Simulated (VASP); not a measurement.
Runs of VASP 6.6.1 on Pt. Symmetry: Fm-3m, No. 225, cubic system. The conventional cell has a = 3.922 Å, b = 3.922 Å, c = 3.922 Å, α = 90.00°, β = 90.00°, γ = 90.00°. Around Pt (site symmetry m-3m) lie 12 Pt at 2.77 Å. 

```csv
level,potentials or basis,gap on the mesh (eV),pressure (GPa),relaxed volume (Å³/atom)
RPBE,"VASP PAW PBE potentials, release 64 (Pt)",none,-0.1,(a)
LDA,"VASP PAW LDA potentials, release 64 (Pt)",none,0.0,14.79
PBE,"VASP PAW PBE potentials, release 64 (Pt)",none,0.0,15.61
PBE+D3(BJ),"VASP PAW PBE potentials, release 64 (Pt)",none,0.0,(b)
PBEsol,"VASP PAW PBE potentials, release 64 (Pt)",none,0.0,15.01
rev-vdW-DF2,"VASP PAW PBE potentials, release 64 (Pt)",none,0.0,15.40
r2SCAN+rVV10,"VASP PAW PBE potentials, release 64 (Pt)",none,0.0,15.22
```

Alike in all rows: task relaxation of cell and atoms; no spin polarisation; cell relaxed; k mesh 16 × 16 × 16; cutoff (eV) 600; smearing methfessel-paxton 0.1 eV.

Q: Fill in the values left out.

A: (a) 15.87; (b) 15.12.

Caveats: the PAW data sets were made with another functional, which shifts forces and pressure a little (some runs); pairwise dispersion overbinds metals, which lowers pressure and volume (some runs).

A k mesh can miss the band edges, and the runs leave out spin-orbit coupling on Pt.

A gap of «none» marks a metal or a gap under the smearing width.

Not every run made on this cell is shown here.
